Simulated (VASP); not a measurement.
Here is the system:

```
CsI
1.0
    4.66140     0.00000     0.00000
    0.00000     4.66140     0.00000
    0.00000     0.00000     4.66140
Cs I
1 1
Cartesian
  0.00000   0.00000   0.00000
  2.33070   2.33070   2.33070
```
Cell charge +0.1.

Level of theory: PBE GGA, VASP's PBE PAW potentials (set 64) (plane waves; VASP 6.6.1). Numerical set-up: NELECT = 15.9, 400 eV cut-off, 5×5×5 Γ-centred mesh, Gaussian smearing of 0.050 eV, potentials Cs_sv I.

The cell is charged, with a uniform compensating background. Unless said otherwise, spin-orbit coupling is left out, though it shifts the bands of the heavy elements here.

**Question.** What does the run give for the energy per atom (σ→0), band gap (on the k-mesh) with the smallest direct gap where there is one?

**Answer.** 
| Property | Result |
|---|---|
| band gap (on the k-mesh) | none (metal, semimetal or under 0.01 eV) |
| energy per atom (σ→0) | -2.741 eV/atom |

The compound is CsI in the CsCl type structure. The cell was not relaxed at this level. The run is one of a series of settings (NELECT = 15.9 against the base run), some of them coarse on purpose.
